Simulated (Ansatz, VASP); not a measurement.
# Cross-check of LiHgBr3 between VASP and Ansatz, part 2 of 3

One calculation is typed for both programs; each brings its own data sets. How far apart do they land? The cell is generated by rule, not measured, and may not be a known phase. Of the first pair: The cell is taken from a series of runs on this material, whose earlier steps may have relaxed, scaled, displaced or heated it; both programs get it as it stands.

VASP 6.6.1 and Ansatz 0.2.0.

So far: Starting point; VASP: relaxation of cell and atoms, PBEsol, pair 1.

**3. Ansatz: relaxation of cell and atoms, PBEsol, pair 1**

Level of this step: Ansatz beside VASP: Kohn-Sham DFT, plane waves, PBEsol (Ansatz).

Ansatz runs on its default PAW (the set named soft_2) files.

The same cell, functional, mesh and smearing now go to Ansatz, which takes its cutoff from its data sets.

The input, input.yaml:

```yaml
crystal:
  lattice:
    - [5.4567124417, 0.0, 0.0]
    - [0.0, 5.4567124417, 0.0]
    - [0.0, 0.0, 5.4567124417]
  atoms:
    - { symbol: Li, position: [0.0, 0.0, 0.0] }
    - { symbol: Hg, position: [0.5, 0.5, 0.5] }
    - { symbol: Br, position: [0.0, 0.5, 0.5] }
    - { symbol: Br, position: [0.5, 0.0, 0.5] }
    - { symbol: Br, position: [0.5, 0.5, 0.0] }
kpoints:
  mp_grid: { grid: [8, 8, 8] }
hamiltonian:
  xc: pbesol
scf:
  occupations: { method: gaussian, width: 0.1 }
output:
  forces: true
  stress: true
  eigenvalues: true
relax:
  adjacent_minimum: "off"
  f_tol: 0.005
  max_steps: 80
  cell: { stress_tol: 0.05 }
```

Run with:

```sh
> ansatz run input.yaml --threads 8 --pin off --max-ram 14336MiB --backend cpu --events-out ev --progress --plain --runs-dir out
```

Numbers of over 12 decimals in the logs are rounded to 6 here.

The program printed:

```text
Engine: ansatz 0.2.0, aarch64-unknown-linux-gnu
Pseudopotentials: kind: paw
Pseudopotential: Li, paw, valence charge 3, recommended cutoff 420 eV (normal), Li.paw.azcp
Pseudopotential: Hg, paw, valence charge 20, recommended cutoff 420 eV (normal), Hg.paw.azcp
Pseudopotential: Br, paw, valence charge 7, recommended cutoff 420 eV (normal), Br.paw.azcp
Functional definition: PBEsol
  exchange = pbesol_x
  correlation = pbesol_c
Crystal: 5 atoms, lattice volume = 162.477 Å³
Basis set: ecut = 420 eV, 3191 PW (Γ), exchange–correlation on 80×80×80 points (8 copies of the dense FFT grid, shifted against one another)
Bands: 27, of which v1, the nominal top of the filled ones, is band 22 counted from 1 (21 counted from 0)
Symmetry: 48 space group operations
Space group: Pm-3m (ITA 221), of the structure as read, at distance tolerance 5.5e-5 Å
k-points: 35 of 512
Non-local potential: Li, projectors of the file, l = 0: 3, l = 1: 2, l = 2: 1
Non-local potential: Hg, projectors of the file, l = 0: 3, l = 1: 2, l = 2: 2, l = 3: 1
Non-local potential: Br, projectors of the file, l = 0: 2, l = 1: 2, l = 2: 2
PAW form: soft (Blöchl's): semilocal exchange-correlation on the pseudo side does not see the compensation charge
PAW frozen core: Hg, regenerated for the run's functional, and the local potential with it (the file was generated under x = pbe(κ = 0.804, μ = 0.219515), c = pbe(β = 0.066725))
PAW frozen core: Br, regenerated for the run's functional, and the local potential with it (the file was generated under x = pbe(κ = 0.804, μ = 0.219515), c = pbe(β = 0.066725))
PAW one-centre angular grid: Li, 110 points (default); XC on 64 Gauss nodes
PAW one-centre angular grid: Hg, 590 points (default); XC on 64 Gauss nodes
PAW one-centre angular grid: Br, 110 points (default); XC on 64 Gauss nodes
Initial density: superposition of atomic densities (neutral atoms: chi_scale 0, normalization atom), corrected by the library's trained network
Initial wavefunctions: pseudopotential atomic-orbital guess
Functional: x = pbesol(κ = 0.804, μ = 0.123457), c = pbesol(β = 0.046)
SCF iter   1: F=—  HF=-22083.318991 eV  |F-HF|=—  |Δ(HF+E_count)|=         —  Δρ=2.23e-3  dr2=1.09e-2  ethr=1.77e-3  ⟨swp⟩=6.8  Hψ=4533  notcnv=0
preconditioner: auto → none  [metal: Δε(μ)=0.119 eV  Ē_g=9.862 eV  σ=0.100 eV  W_gap=0.47  n_scr=26 (ndim 8)  ℏωp=17.0 eV  f_vac=0.200  D(μ)=0.49/eV (n_scr^D=0)  sad-step TF]
SCF iter   2: F=—  HF=-22083.319871 eV  |F-HF|=—  |Δ(HF+E_count)|=   8.80e-4  Δρ=1.33e-3  dr2=4.83e-3  ethr=2.48e-5  ⟨swp⟩=2.9  Hψ=1859  notcnv=0  defer=1
preconditioner: auto → Resta (q_TF=auto, 2.194 Å⁻¹)  ε∞=4.0  [insulator: Δε(μ)=0.131 eV  Ē_g=9.882 eV  σ=0.100 eV  W_gap=0.52  n_scr=26 (ndim 8)  ℏωp=17.0 eV  f_vac=0.200  D(μ)=0.49/eV (n_scr^D=0)  ε∞_Penn≈4.0]
SCF iter   3: F=—  HF=-22083.319016 eV  |F-HF|=—  |Δ(HF+E_count)|=   8.55e-4  Δρ=3.62e-4  dr2=4.68e-4  ethr=1.10e-5  ⟨swp⟩=2.1  Hψ=1441  notcnv=0  defer=7
SCF iter   4: F=—  HF=-22083.319011 eV  |F-HF|=—  |Δ(HF+E_count)|=   5.03e-6  Δρ=1.49e-4  dr2=1.44e-4  ethr=1.06e-6  ⟨swp⟩=2.7  Hψ=1472  notcnv=0  defer=7
SCF iter   5: F=—  HF=-22083.319035 eV  |F-HF|=—  |Δ(HF+E_count)|=   2.41e-5  Δρ=7.01e-5  dr2=1.56e-5  ethr=3.28e-7  ⟨swp⟩=2.6  Hψ=1487  notcnv=0  defer=8
SCF iter   6: F=—  HF=-22083.319023 eV  |F-HF|=—  |Δ(HF+E_count)|=   1.22e-5  Δρ=2.43e-5  dr2=1.80e-6  ethr=3.55e-8  ⟨swp⟩=2.1  Hψ=1557  notcnv=0  defer=8
SCF iter   7: F=—  HF=-22083.319024 eV  |F-HF|=—  |Δ(HF+E_count)|=   1.18e-6  Δρ=9.31e-6  dr2=1.81e-7  ethr=4.10e-9  ⟨swp⟩=2.1  Hψ=1463  notcnv=0  defer=8
SCF iter   8: F=-22083.319024 eV  HF=-22083.319024 eV  |F-HF|=2.24e-9  |Δ(HF+E_count)|=   5.13e-8  Δρ=1.31e-6  dr2=3.66e-9  ethr=2.27e-10  ⟨swp⟩=9.5  Hψ=4489  notcnv=0
SCF 1 converged in 8 iterations: F = -22083.319024 eV  dr2 = 3.66e-9
  greatest PAW one-centre occupation: 1.000 electrons in one spin orbital (limit 2), on the Hg atom at site 1 (counted from 0), in its partial waves of l = 0
relax step   1: F+E_penalty+E_count = -22083.31902417 eV  Δ(F+E_penalty+E_count) = +0.000e0 eV  max|allowed force component| = 4.869e-29 eV/Å  Δτ_max = 0.0000 Å  P = +0.042 GPa  Ω = 162.477 Å³  (8 SCF iters, dr2 threshold 1.00e-7 eV, accepted)
Initial density: handed on by an earlier stage of this run
Initial wavefunctions: pseudopotential atomic-orbital guess (no wavefunctions were taken with the density)
iter 1 solved again at ethr=5.38e-7 eV; its pass at ethr=3.10e-3 eV (dr2=2.37e-4 eV) is discarded
SCF iter   1: F=—  HF=-22083.319039 eV  |F-HF|=—  |Δ(HF+E_count)|=         —  Δρ=1.53e-6  dr2=4.75e-9  ethr=5.38e-7  ⟨swp⟩=3.7  Hψ=7148  notcnv=0
eigensolver tolerance schedule: the retry pair's looser diagonalisation over-reported the residual by 49781.76 of it (diagonalisation noise at an unbounded share of the residual, at the tolerance the schedule requests for it); recorded, not acted on — ethr = c·dr2/N_el stays at c = 1.0e-1
preconditioner: auto → Resta (q_TF=auto, 2.194 Å⁻¹)  ε∞=3.9  [insulator: Δε(μ)=0.144 eV  Ē_g=9.909 eV  σ=0.100 eV  W_gap=0.58  n_scr=26 (ndim 8)  ℏωp=17.0 eV  f_vac=0.196  D(μ)=0.49/eV (n_scr^D=0)  ε∞_Penn≈3.9]
SCF iter   2: F=—  HF=-22083.319024 eV  |F-HF|=—  |Δ(HF+E_count)|=   1.53e-5  Δρ=1.27e-6  dr2=3.22e-9  ethr=1.08e-11  ⟨swp⟩=4.2  Hψ=2811  notcnv=0
SCF iter   3: F=—  HF=-22083.319024 eV  |F-HF|=—  |Δ(HF+E_count)|=  3.02e-10  Δρ=5.88e-7  dr2=8.90e-10  ethr=7.31e-12  ⟨swp⟩=2.2  Hψ=1230  notcnv=0
SCF iter   4: F=—  HF=-22083.319024 eV  |F-HF|=—  |Δ(HF+E_count)|=  9.71e-10  Δρ=2.65e-7  dr2=1.45e-10  ethr=2.02e-12  ⟨swp⟩=2.0  Hψ=1558  notcnv=0
SCF iter   5: F=-22083.319024 eV  HF=-22083.319024 eV  |F-HF|=2.18e-11  |Δ(HF+E_count)|=  6.18e-11  Δρ=1.68e-7  dr2=4.63e-11  ethr=1.00e-12  ⟨swp⟩=5.8  Hψ=3829  notcnv=0
SCF 2 converged in 5 iterations: F = -22083.319024 eV  dr2 = 4.63e-11
relax step   2: F+E_penalty+E_count = -22083.31902417 eV  Δ(F+E_penalty+E_count) = -8.040e-10 eV  max|allowed force component| = 8.220e-29 eV/Å  Δτ_max = 0.0000 Å  P = +0.042 GPa  Ω = 162.477 Å³  stress off target by 4.24e-2 GPa  SCF on the basis re-selected at this cell (its energy is not comparable with the rows above)  (5 SCF iters)
basis re-selected at this cell: Δ(F+E_penalty+E_count) = -8.040e-10 eV, ΔP = -0.000 GPa vs the last step (what re-selecting the basis moved, of the pressure what is left beyond the Pulay correction that the steps carried, after the strain that the cell walked since its last selection, with what the two solves' SCF thresholds leave and, on support functions, any second-order correction that the steps lacked; it is no  [...]
SCF converged after 5 iterations
Free energy (F): -22083.319024 eV
Harris-Foulkes:  -22083.319024 eV  (|F-HF|=2.18e-11)
Internal energy: -22083.316581 eV  (E = F + TS)
E sigma→0 (E₀):  -22083.317803 eV
Entropy (-TS):   -0.002443 eV (-0.489 meV/atom)
Fermi energy:    2.967062 eV
--- Per-component energies (eV) ---
  E_band       = -751.783420
  E_kinetic    = 1022.028390
  E_local      = -5611.428573  (includes V_loc(G=0)·N_el)
  E_nonlocal   = 256.391258
  E_hartree    = 2327.492312
  E_xc         = -1011.682022
  E_vxc        = -583.841328  (∫ρ·V_xc dr)
  E_paw        = -16429.141445  (= ΣΔE_a)
  E_vpaw       = -489.919121  (= ΣTr[D̂ρ^β])
  E_aug_tail   = 0.000913  (compensation charges beyond the density's cutoff)
  E_ewald      = -2637.582876
  E_core_change = 0.605462  (= ΣΔE_core)
  E_smearing   = -0.002443  (= −TS)
  E_closure    = 0.000000  (closes the sum)
  Σ components = -22083.319024   (vs F -22083.319024, Δ=0.00e0)
--- Forces (eV/Å), atoms counted from 1 ---
  atom   1  Li    -0.00000000     0.00000000     0.00000000
  atom   2  Hg     0.00000000     0.00000000    -0.00000000
  atom   3  Br     0.00000000     0.00000000    -0.00000000
  atom   4  Br    -0.00000000    -0.00000000    -0.00000000
  atom   5  Br     0.00000000    -0.00000000    -0.00000000
  max |Σ_I F_I| component: 1.15e-28 eV/Å
--- Stress (GPa, compression-positive) ---
        0.042363       0.000000       0.000000
        0.000000       0.042363       0.000000
       -0.000000       0.000000       0.042363
  P = ⅓ Tr σ = 0.0424 GPa (0.424 kbar)
--- Band table (eV; the first three rows and the last of 35) ---
  k-point 0: bands = [... 18 lower, 1.5077, 1.5860, 1.6491, 1.6491, 1.6491, 5.3366, 9.3349, 9.3349, ... 1 higher]
  k-point 1: bands = [... 18 lower, 1.5010, 1.5010, 1.6373, 1.6373, 2.4126, 5.4884, 8.9061, 9.4910, ... 1 higher]
  k-point 2: bands = [... 18 lower, 1.4716, 1.4716, 1.6190, 1.6190, 3.5434, 5.8946, 8.3118, 9.1694, ... 1 higher]
  k-point 34: bands = [... 18 lower, 2.2103, 2.2103, 3.0709, 3.0709, 6.0720, 7.6988, 7.6988, 7.6988, ... 1 higher]
--- Relaxed structure (1 steps of the walk, 1 accepted, 1 SCFs on fresh bases) ---
  F+E_penalty+E_count = -22083.31902417 eV   max|allowed force component| = 8.220e-29 eV/Å   (the final SCF, on the basis selected at the relaxed cell)
  cell:  # Å, volume = 162.4775 Å³
    - [5.4567124417, 0.0, 0.0]
    - [0.0, 5.4567124417, 0.0]
    - [0.0, 0.0, 5.4567124417]
  atoms:
    - { symbol: Li, position: [0.0, 0.0, 0.0] }
    - { symbol: Hg, position: [0.5, 0.5, 0.5] }
    - { symbol: Br, position: [0.0, 0.5, 0.5] }
    - { symbol: Br, position: [0.5, 0.0, 0.5] }
    - { symbol: Br, position: [0.5, 0.5, 0.0] }
```

**4. Comparison**

Known differences besides the potentials themselves: the data sets hold 44 valence electrons in Ansatz (on its default PAW (the set named soft_2) files) and 36 in VASP; the cutoff is 420 eV in Ansatz and 750 eV in VASP; Ansatz makes its cores anew for this functional, VASP keeps those of its PBE data sets; Ansatz adds a Pulay correction to the stress that steers its cell, VASP none. Total energies have different zeros and are not compared.

Compared:

```tsv
quantity	Ansatz	VASP	difference
volume (Å³)	162.48	163.53	-0.64 %
edge a after relaxation, in the typed setting (Å)	5.457	5.468	-0.21 %
```

**5. Ansatz: relaxation of cell and atoms, PBEsol, pair 2**

The relaxed volume is the usual yardstick between codes: in a stiff, nearly cubic crystal its relative difference is about their pressure difference at one cell divided by the bulk modulus. Its start cell is another than that of the pair before, and may be another structure of the material.

The cell is taken from a series of runs on this material, whose earlier steps may have relaxed, scaled, displaced or heated it; both programs get it as it stands.

The input, input.yaml:

```yaml
crystal:
  lattice:
    - [4.0456989217, 0.0, 0.0]
    - [0.0, 3.8772813401, 5.9596329351]
    - [0.0, -3.8772813401, 5.9596329351]
  atoms:
    - { symbol: Li, position: [0.0, 0.1909550489, 0.1909550489] }
    - { symbol: Hg, position: [0.5, 0.5714376062, 0.5714376062] }
    - { symbol: Br, position: [0.0, 0.4254722535, 0.4254722535] }
    - { symbol: Br, position: [0.5, 0.9695920539, 0.4128464357] }
    - { symbol: Br, position: [0.5, 0.4128464357, 0.9695920539] }
kpoints:
  mp_grid: { grid: [6, 4, 4] }
hamiltonian:
  xc: pbesol
scf:
  occupations: { method: fixed }
output:
  forces: true
  stress: true
  eigenvalues: true
relax:
  adjacent_minimum: "off"
  f_tol: 0.001
  max_steps: 60
  cell: { stress_tol: 0.01 }
```

The program printed:

```text
[...]
Crystal: 5 atoms, lattice volume = 186.969 Å³
Basis set: ecut = 420 eV, 3655 PW (Γ), exchange–correlation on 60×96×96 points (8 copies of the dense FFT grid, shifted against one another)
Bands: 27, of which v1, the nominal top of the filled ones, is band 22 counted from 1 (21 counted from 0)
Symmetry: 4 space group operations
[...]
k-points: 28 of 96 (time reversal used)
[...]
cell:  # Å, volume = 186.9718 Å³
    - [4.045857, 0.0, 0.0]
    - [0.0, 3.877548, 5.959068]
    - [0.0, -3.877548, 5.959068]
  atoms:
    - { symbol: Li, position: [0, 0.190952, 0.190952] }
    - { symbol: Hg, position: [0.5, 0.571419, 0.571419] }
    - { symbol: Br, position: [0, 0.425459, 0.425459] }
    - { symbol: Br, position: [0.5, 0.969549, 0.412925] }
    - { symbol: Br, position: [0.5, 0.412925, 0.969549] }
[key lines of the parts left out:]
SCF converged after 6 iterations
Free energy (F): -22084.570888 eV
Fermi energy:    0.572525 eV
P = ⅓ Tr σ = 0.0000 GPa (0.000 kbar)
```

**6. VASP: relaxation of cell and atoms, PBEsol, pair 2**

The same cell, functional and mesh now go to VASP, with its own data sets.

The input, INCAR:

```
SYSTEM = LiHgBr3
PREC = Accurate
ENCUT = 750
EDIFF = 1E-07
NELM = 120
ISMEAR = 0
SIGMA = 0.01
LREAL = .FALSE.
ALGO = Normal
GGA = PS
NBANDS = 24
LORBIT = 11
LWAVE = .FALSE.
LCHARG = .FALSE.
ISIF = 3
IBRION = 2
NSW = 80
EDIFFG = -0.005
LASPH = .TRUE.
GGA_COMPAT = .FALSE.
NELMIN = 4
EFERMI = MIDGAP
KPAR = 2
```

The input, POSCAR:

```
LiHgBr3
1.0
    4.0456990000      0.0000000000      0.0000000000
    0.0000000000      3.8772810000      5.9596330000
    0.0000000000     -3.8772810000      5.9596330000
Li Hg Br
1 1 3
Direct
    0.0000000000      0.1909550471      0.1909550471
    0.4999998764      0.5714376204      0.5714376204
    0.0000000000      0.4254722564      0.4254722564
    0.4999998764      0.9695920236      0.4128464588
    0.4999998764      0.4128464588      0.9695920236
```

The input, KPOINTS:

```
Automatic mesh
0
Gamma
6 4 4
0 0 0
```

The projector-augmented-wave data sets are Li_sv, Hg and Br (PBE family, release 64).

Run with:

```sh
> mpirun -np 2 vasp_std
```

The program printed:

```text
[banner, memory and clock lines left out]
running    2 mpi-ranks, on    1 nodes
[...]
[... a notice as in an earlier step ...]

 LDA part: xc-table for (Slater+PW92), standard interpolation
 POSCAR, INCAR and KPOINTS ok, starting setup
[...]
entering main loop
       N       E                     dE             d eps       ncg     rms          rms(c)
DAV:   1     0.313112356896E+03    0.31311E+03   -0.18088E+04  1344   0.170E+03
DAV:   2     0.179112873026E+02   -0.29520E+03   -0.28443E+03  1728   0.315E+02
DAV:   3    -0.103587032391E+02   -0.28270E+02   -0.28141E+02  1664   0.945E+01
DAV:   4    -0.130637490503E+02   -0.27050E+01   -0.26980E+01  2680   0.178E+01
[...]
DAV:  15    -0.121961721421E+02    0.15834E-05   -0.55273E-06  1720   0.275E-02    0.410E-03
DAV:  16    -0.121961719612E+02    0.18093E-06   -0.80901E-07  1496   0.639E-03    0.390E-03
DAV:  17    -0.121961718755E+02    0.85678E-07   -0.12408E-07  1344   0.361E-03
   1 F= -.12196172E+02 E0= -.12196172E+02  d E =-.121962E+02
[... from here on, the cycles between the ionic steps are left out ...]
   2 F= -.12196586E+02 E0= -.12196586E+02  d E =-.414620E-03
   3 F= -.12196587E+02 E0= -.12196587E+02  d E =-.414643E-03
   4 F= -.12196600E+02 E0= -.12196600E+02  d E =-.131400E-04
   5 F= -.12196606E+02 E0= -.12196606E+02  d E =-.198122E-04
   6 F= -.12196613E+02 E0= -.12196613E+02  d E =-.636952E-05
 trial-energy change:   -0.000006  1 .order   -0.000007   -0.000009   -0.000005
 step:   2.6011(harm=  2.6011)  dis= 0.00071  next Energy=   -12.196615 (dE=-0.908E-05)
 reached required accuracy - stopping structural energy minimisation
```

OUTCAR, selected parts (step 6):

```text
  Total       -0.0041539      0.0056522     -0.0115009      0.0000000      0.0000000      0.0000000
  in kB       -0.0354843      0.0482835     -0.0982462      0.0000000      0.0000000      0.0000000
  external PRESSURE =      -0.0284823 kB  Pullay stress =       0.0000000 kB

 POSITION                                       TOTAL-FORCE (eV/Angst)
 -----------------------------------------------------------------------------------
      0.00000      0.00000      2.27846         0.000000     -0.000000      0.000077
      2.02514      0.00000      6.81844         0.000000     -0.000000     -0.002716
      0.00000      0.00000      5.07266         0.000000     -0.000000     -0.001027
      2.02514      2.16344      8.24931         0.000000      0.000524      0.001833
      2.02514     -2.16344      8.24931         0.000000     -0.000524      0.001833
 -----------------------------------------------------------------------------------
    total drift:                                0.000910      0.000000      0.000312

  FREE ENERGIE OF THE ION-ELECTRON SYSTEM (eV)
  ---------------------------------------------------
  free  energy   TOTEN  =       -12.1966127003 eV

  energy  without entropy=      -12.1966127003  energy(sigma->0) =      -12.19661270

[... 1 part as in an earlier step ...]

[... 3 further parts left out ...]
[key lines of the parts left out:]
E-fermi :  -1.2143
```

The gap is read on the k-mesh alone, so it is an upper bound where the band edges lie off the mesh. The run keeps the 4 symmetry operations of its start, so it cannot find a distortion of lower symmetry.

**7. Side by side**

What differs besides the data sets and the points named for the pairs above, as far as they apply: fixed occupations in Ansatz, narrow Gaussian smearing in VASP; the data sets hold 44 valence electrons in Ansatz (on its default PAW (the set named soft_2) files) and 36 in VASP. Total energies have different zeros and are not compared.

Compared:

```tsv
quantity	Ansatz	VASP	difference
volume (Å³)	186.97	187.55	-0.31 %
edge a after relaxation, in the typed setting (Å)	4.046	4.050	-0.11 %
edge b after relaxation, in the typed setting (Å)	7.110	7.117	-0.11 %
```

(Part 2 of 3 ends here.)

[Lines on the potential files, build, host, timing and source positions are cut from VASP's logs without a mark.]

[Logs are printed without paths, hosts, clocks, repeated set-up lines and the standing remarks that a program may print on its own settings, such as how far it seeks lower states.]

[Hosts, paths, dates, database ids (printed as entryN), source tags and the programs' standing remarks are cut or masked in the printed files.]
